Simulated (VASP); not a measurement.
Consider the following.

```
CsPbCl3
1.0
    5.76531     0.00000     0.00000
    0.00000     5.76531     0.00000
    0.00000     0.00000     5.76531
Cs Pb Cl
1 1 3
Direct
  0.00000   0.00000   0.00000
  0.50000   0.50000   0.50000
  0.50000   0.00000   0.50000
  0.00000   0.50000   0.50000
  0.50000   0.50000   0.00000
```

Method: rev-vdW-DF2, VASP's PBE PAW potentials (set 64) (plane waves; VASP). Settings: 520 eV cut-off, 4×4×4 Γ-centred mesh, Gaussian smearing of 0.050 eV, potentials Cs_sv Pb_d Cl.

Unless said otherwise, spin-orbit coupling is left out, though it shifts the bands of the heavy elements here.

Question: What does the run give for the energy per atom (σ→0), pressure, band gap (on the k-mesh) with the smallest direct gap where there is one?

Answer: 
| Property | Result |
|---|---|
| band gap (on the k-mesh) | 2.25 eV |
| smallest direct gap (on the k-mesh) | 2.25 eV |
| energy per atom (σ→0) | -1540 meV/atom |
| pressure | -12.6 kbar |

Total energies compare only between runs with the same potentials, cut-off and functional.

The compound is CsPbCl3 in the cubic perovskite structure, the ideal cubic form; the compound distorts at low or room temperature. This cell is one point of a volume scan, at 1.06 of the reference volume.
